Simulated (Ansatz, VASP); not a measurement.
## CuI (Marshite) in two plane-wave programs

One calculation is typed for both programs; each brings its own data sets. How far apart do they land? The cell is taken from a series of runs on this material, whose earlier steps may have relaxed, scaled, displaced or heated it; both programs get it as it stands.

Program: Ansatz 0.2.0. Level of theory: plane waves, with VASP 6.6.1 beside it; zone-centre phonons at r2SCAN. Results are calculated unless marked as measured.

## (1) Set-up

It takes space group F-43m (No. 216, cubic). The conventional cell has a = 6.023 Å, b = 6.023 Å, c = 6.023 Å, α = 90.00°, β = 90.00°, γ = 90.00°. Nearest to Cu lie 4 I at 2.61 Å. Nearest to I lie 4 Cu at 2.61 Å. Farther neighbours and most contacts between anions are not listed.

Structure file:

```xyz
2
Lattice="0.0000 3.0114 3.0114 3.0114 0.0000 3.0114 3.0114 3.0114 0.0000" Properties=species:S:1:pos:R:3 pbc="T T T"
Cu    1.5057    1.5057    1.5057
I     0.0000    0.0000    0.0000
```

## (2) VASP: zone-centre phonons, r2SCAN

Second derivatives magnify differences that forces hide, and they need a tight electronic threshold.

Lines of VASP's logs that name or quote its potential files are left out, and so is its time.

INCAR

```
SYSTEM = CuI
PREC = Accurate
ENCUT = 660
EDIFF = 1E-08
NELM = 120
ISMEAR = 0
SIGMA = 0.01
LREAL = .FALSE.
ALGO = Normal
METAGGA = R2SCAN
LASPH = .TRUE.
NBANDS = 15
LORBIT = 11
LWAVE = .FALSE.
LCHARG = .FALSE.
ISIF = 2
IBRION = 6
NFREE = 2
POTIM = 0.015
NSW = 1
GGA_COMPAT = .FALSE.
EFERMI = MIDGAP
LMIXTAU = .TRUE.
KPAR = 2
```

POSCAR

```
CuI
1.0
    0.0000000000      3.0114135831      3.0114135831
    3.0114135831      0.0000000000      3.0114135831
    3.0114135831      3.0114135831      0.0000000000
Cu I
1 1
Direct
    0.2500000000      0.2500000000      0.2500000000
    0.0000000000      0.0000000000      0.0000000000
```

KPOINTS

```
Automatic mesh
0
Gamma
8 8 8
0 0 0
```

The projector-augmented-wave data sets are Cu and I (PBE family, release 64).

The run is started by

```bash
mpirun -np 2 vasp_std
```

Numbers of over 12 decimals in the logs are rounded to 6 here.

What it wrote:

```text
[banner, memory and clock lines left out]
running    2 mpi-ranks, on    1 nodes
 distrk:  each k-point on    1 cores,    2 groups
 distr:  one band on    1 cores,    1 groups

 POSCAR found type information on POSCAR CuI
 POSCAR found :  2 types and       2 ions
|                                                                             |
|               ----> ADVICE to this user running VASP <----                  |
|                                                                             |
|     You enforced a specific xc type in the INCAR file but a different       |
|     [... a line on the potential file left out ...]
|     I HOPE YOU KNOW WHAT YOU ARE DOING!                                     |
|                                                                             |

 LDA part: xc-table for (None), standard interpolation
 POSCAR, INCAR and KPOINTS ok, starting setup
 FFT: planning ... GRIDC
 FFT: planning ... GRID_SOFT
 FFT: planning ... GRID
 WAVECAR not read
 entering main loop
       N       E                     dE             d eps       ncg     rms          rms(c)
DAV:   1     0.744555397229E+02    0.74456E+02   -0.90073E+03   870   0.156E+03
DAV:   2    -0.311603459827E+02   -0.10562E+03   -0.97582E+02   898   0.270E+02
DAV:   3    -0.388840651213E+02   -0.77237E+01   -0.76041E+01  1192   0.771E+01
DAV:   4    -0.390869012561E+02   -0.20284E+00   -0.20274E+00   919   0.113E+01
DAV:   5    -0.390967202865E+02   -0.98190E-02   -0.98188E-02  1391   0.291E+00    0.597E+00
DAV:   6    -0.360924587413E+02    0.30043E+01   -0.74931E+00   919   0.731E+01    0.483E+00
DAV:   7    -0.358034317223E+02    0.28903E+00   -0.13838E+00  1108   0.424E+01    0.240E+00
DAV:   8    -0.358113213966E+02   -0.78897E-02   -0.45970E-01  1046   0.186E+01    0.134E+00
DAV:   9    -0.357496673252E+02    0.61654E-01   -0.13107E-01  1089   0.945E+00    0.217E-01
DAV:  10    -0.357976356386E+02   -0.47968E-01   -0.19259E-02   870   0.154E+00    0.126E-01
DAV:  11    -0.357974652941E+02    0.17034E-03   -0.11720E-03  1146   0.484E-01    0.621E-02
DAV:  12    -0.357973930020E+02    0.72292E-04   -0.96063E-04  1143   0.929E-01    0.778E-02
DAV:  13    -0.357978323124E+02   -0.43931E-03   -0.72405E-04  1059   0.746E-01    0.235E-02
DAV:  14    -0.357978205088E+02    0.11804E-04   -0.24221E-05  1140   0.616E-02    0.180E-02
DAV:  15    -0.357978483896E+02   -0.27881E-04   -0.13813E-05  1137   0.819E-02    0.110E-02
DAV:  16    -0.357978515187E+02   -0.31291E-05   -0.47081E-06  1307   0.350E-02    0.480E-03
DAV:  17    -0.357978533923E+02   -0.18736E-05   -0.16771E-06  1149   0.233E-02    0.177E-03
DAV:  18    -0.357978533579E+02    0.34404E-07   -0.92753E-08  1389   0.564E-03    0.100E-03
DAV:  19    -0.357978533964E+02   -0.38500E-07   -0.23011E-08   885   0.164E-03    0.447E-04
DAV:  20    -0.357978533273E+02    0.69058E-07   -0.13640E-08   708   0.160E-03    0.203E-04
DAV:  21    -0.357978533752E+02   -0.47856E-07   -0.28969E-09   680   0.876E-04    0.125E-04
DAV:  22    -0.357978533602E+02    0.15022E-07   -0.75303E-10   603   0.428E-04    0.716E-05
DAV:  23    -0.357978533696E+02   -0.94888E-08   -0.19850E-10   491   0.239E-04
   1 F= -.35797853E+02 E0= -.35797853E+02  d E =0.000000E+00
[...]
2 F= -.35797578E+02 E0= -.35797578E+02  d E =0.000000E+00
[...]
3 F= -.35797578E+02 E0= -.35797578E+02  d E =0.000000E+00
[...]
4 F= -.35797560E+02 E0= -.35797560E+02  d E =0.000000E+00
 Finite differences progress:
  Degree of freedom:   2/  2
  Displacement:        1/  2
  Total:               3/  4
 bond charge predicted
       N       E                     dE             d eps       ncg     rms          rms(c)
DAV:   1    -0.357940238820E+02    0.35364E-02   -0.31943E-01  2892   0.311E+00    0.130E-01
DAV:   2    -0.357974321329E+02   -0.34083E-02   -0.16982E-02  3627   0.994E-01    0.542E-02
DAV:   3    -0.357974908005E+02   -0.58668E-04   -0.59016E-04  4112   0.204E-01    0.403E-02
DAV:   4    -0.357975463604E+02   -0.55560E-04   -0.88569E-05  3165   0.970E-02    0.273E-02
DAV:   5    -0.357975247625E+02    0.21598E-04   -0.55827E-05  2990   0.836E-02    0.617E-03
DAV:   6    -0.357975596518E+02   -0.34889E-04   -0.19966E-05  3004   0.515E-02    0.758E-03
DAV:   7    -0.357975600427E+02   -0.39088E-06   -0.16428E-06  3942   0.129E-02    0.443E-03
DAV:   8    -0.357975602955E+02   -0.25282E-06   -0.24191E-07  3172   0.429E-03    0.345E-03
DAV:   9    -0.357975602974E+02   -0.18752E-08   -0.17419E-08  3753   0.127E-03
   5 F= -.35797560E+02 E0= -.35797560E+02  d E =0.000000E+00
 Finite differences progress:
  Degree of freedom:   2/  2
  Displacement:        2/  2
  Total:               4/  4
```

OUTCAR, selected parts (step 2):

```text
ion  position               nearest neighbor table
   1  0.250  0.250  0.250-   2 2.61   2 2.61   2 2.61   2 2.61
   2  0.000  0.000  0.000-   1 2.61   1 2.61   1 2.61   1 2.61

  LATTYP: Found a face centered cubic cell.
 ALAT       =     6.0228271662

 Subroutine GETGRP returns: Found 24 space group operations
 (whereof 24 operations were pure point group operations)

The static configuration has the point symmetry T_d .

 Found     29 irreducible k-points:

   k-points           NKPTS =     29   k-points in BZ     NKDIM =     29   number of bands    NBANDS=     15

   dimension x,y,z NGX =    36 NGY =   36 NGZ =   36
   dimension x,y,z NGXF=    72 NGYF=   72 NGZF=   72

   ENCUT  =  660.0 eV  48.51 Ry    6.96 a.u.   8.92  8.92  8.92*2*pi/ulx,y,z

   NELECT =      18.0000    total number of electrons

 k-points in reciprocal lattice and weights: Automatic mesh
   0.00000000  0.00000000  0.00000000       0.002
   0.12500000  0.00000000  0.00000000       0.016
   0.25000000  0.00000000  0.00000000       0.016
   0.37500000  0.00000000  0.00000000       0.016
   0.50000000  0.00000000  0.00000000       0.008
   0.12500000  0.12500000  0.00000000       0.012
   0.25000000  0.12500000  0.00000000       0.047
   0.37500000  0.12500000  0.00000000       0.047
   0.50000000  0.12500000  0.00000000       0.047
[...]
-0.37500000  0.50000000  0.12500000       0.023
  -0.25000000  0.50000000  0.25000000       0.012

 average (electrostatic) potential at core
       1 -71.2347       2 -97.1884

 E-fermi :   5.3171

 k-point     1 :       0.0000    0.0000    0.0000
  band No.  band energies     occupation
    ...
      5       2.5577      2.00000
      6       2.5580      2.00000
      7       4.4684      2.00000
      8       4.4763      2.00000
      9       4.4836      2.00000
     10       6.1506      0.00000
     11       9.6938      0.00000
     12       9.6970      0.00000
     13       9.7011      0.00000
     14      13.1604      0.00000
    ...

 k-point     2 :       0.1250    0.0000    0.0000
  band No.  band energies     occupation
    ...
      5       2.5513      2.00000
      6       2.5521      2.00000
      7       3.8740      2.00000
      8       4.3560      2.00000
      9       4.3613      2.00000
     10       6.8048      0.00000
     11       9.6036      0.00000
     12       9.9196      0.00000
     13       9.9328      0.00000
     14      13.8178      0.00000
    ...

 k-point     3 :       0.2500    0.0000    0.0000
  band No.  band energies     occupation
    ...
      5       2.5479      2.00000
      6       2.5504      2.00000
      7       3.1735      2.00000
      8       4.0919      2.00000
      9       4.0963      2.00000
     10       7.2048      0.00000
     11      10.2444      0.00000
     12      10.2796      0.00000
     13      10.3715      0.00000
     14      13.6174      0.00000
    ...

  Total       -0.0168781     -0.0159039     -0.0159039      0.0000000     -0.0541747      0.0000000
  in kB       -0.4951006     -0.4665218     -0.4665218      0.0000000     -1.5891531      0.0000000
  external PRESSURE =      -0.4760481 kB  Pullay stress =       0.0000000 kB

  energy-cutoff  :      660.00
  volume of cell :       54.62
      direct lattice vectors                 reciprocal lattice vectors
     0.000000000  3.011413583  3.011413583    -0.166034982  0.166034982  0.166034982
     3.011413583  0.000000000  3.011413583     0.166034982 -0.166034982  0.166034982
     3.011413583  3.011413583  0.000000000     0.166034982  0.166034982 -0.166034982

 POSITION                                       TOTAL-FORCE (eV/Angst)
 -----------------------------------------------------------------------------------
      1.50571      1.50571      1.50571        -0.039105      0.000000      0.000000
     -0.01500      0.00000      0.00000         0.039105      0.000000      0.000000
 -----------------------------------------------------------------------------------
    total drift:                               -0.000140      0.000000      0.000000

  FREE ENERGIE OF THE ION-ELECTRON SYSTEM (eV)
  ---------------------------------------------------
  free  energy   TOTEN  =       -35.7975602974 eV

  energy  without entropy=      -35.7975602974  energy(sigma->0) =      -35.79756030

 Eigenvectors and eigenvalues of the dynamical matrix
 ----------------------------------------------------

   1 f  =    3.856540 THz    24.231354 2PiTHz  128.640320 cm-1    15.949360 meV
             X         Y         Z           dx          dy          dz
      1.505707  1.505707  1.505707     0.000000    0.813845    0.000000
      0.000000  0.000000  0.000000    -0.000000   -0.581082   -0.000000

   2 f  =    3.856540 THz    24.231354 2PiTHz  128.640320 cm-1    15.949360 meV
             X         Y         Z           dx          dy          dz
      1.505707  1.505707  1.505707     0.000000    0.000000    0.813845
      0.000000  0.000000  0.000000     0.000000    0.000000   -0.581082

   3 f  =    3.856540 THz    24.231354 2PiTHz  128.640320 cm-1    15.949360 meV
             X         Y         Z           dx          dy          dz
      1.505707  1.505707  1.505707    -0.813845    0.000000    0.000000
      0.000000  0.000000  0.000000     0.581082   -0.000000    0.000000

   4 f/i=    0.016307 THz     0.102458 2PiTHz    0.543931 cm-1     0.067439 meV
             X         Y         Z           dx          dy          dz
      1.505707  1.505707  1.505707    -0.124894   -0.212989    0.526016
      0.000000  0.000000  0.000000    -0.174923   -0.298306    0.736722

   5 f/i=    0.016307 THz     0.102458 2PiTHz    0.543931 cm-1     0.067439 meV
             X         Y         Z           dx          dy          dz
      1.505707  1.505707  1.505707    -0.553987   -0.071083   -0.160318
      0.000000  0.000000  0.000000    -0.775897   -0.099557   -0.224536

   6 f/i=    0.016307 THz     0.102458 2PiTHz    0.543931 cm-1     0.067439 meV
             X         Y         Z           dx          dy          dz
      1.505707  1.505707  1.505707    -0.123110    0.535946    0.187780
      0.000000  0.000000  0.000000    -0.172424    0.750630    0.262998

 ELASTIC MODULI CONTR FROM IONIC RELAXATION (kBar)
 Direction    XX          YY          ZZ          XY          YZ          ZX
 --------------------------------------------------------------------------------
 XX          -0.0000     -0.0000     -0.0000     -0.0000      0.0000     -0.0000
 YY          -0.0000     -0.0000     -0.0000     -0.0000     -0.0000     -0.0000
 ZZ          -0.0000     -0.0000     -0.0000      0.0000     -0.0000     -0.0000
 XY          -0.0000     -0.0000      0.0000   -140.8419      0.0000      0.0000
 YZ           0.0000     -0.0000     -0.0000      0.0000   -140.8419      0.0000
 ZX          -0.0000     -0.0000     -0.0000      0.0000      0.0000   -140.8419
 --------------------------------------------------------------------------------

 total charge
# of ion       s       p       d       tot
------------------------------------------
    1        0.324   0.280   9.363   9.967
    2        1.491   2.816   0.056   4.363
--------------------------------------------------
tot          1.815   3.096   9.419  14.330

[... 3 further parts left out ...]
```

The last energy, forces, stress and levels in OUTCAR belong to the last displaced cell, not to the cell of POSCAR.

Levels, forces or a CONTCAR printed for this step are those of its last displaced cell, not of the structure at rest.

(Part 1 of 2 ends here.)

[Lines on the potential files, build, host, timing and source positions are cut from VASP's logs without a mark.]

[Logs are printed without paths, hosts, clocks, repeated set-up lines and the standing remarks that a program may print on its own settings, such as how far it seeks lower states.]

[Hosts, paths, dates, database ids (printed as entryN), source tags and the programs' standing remarks are cut or masked in the printed files.]
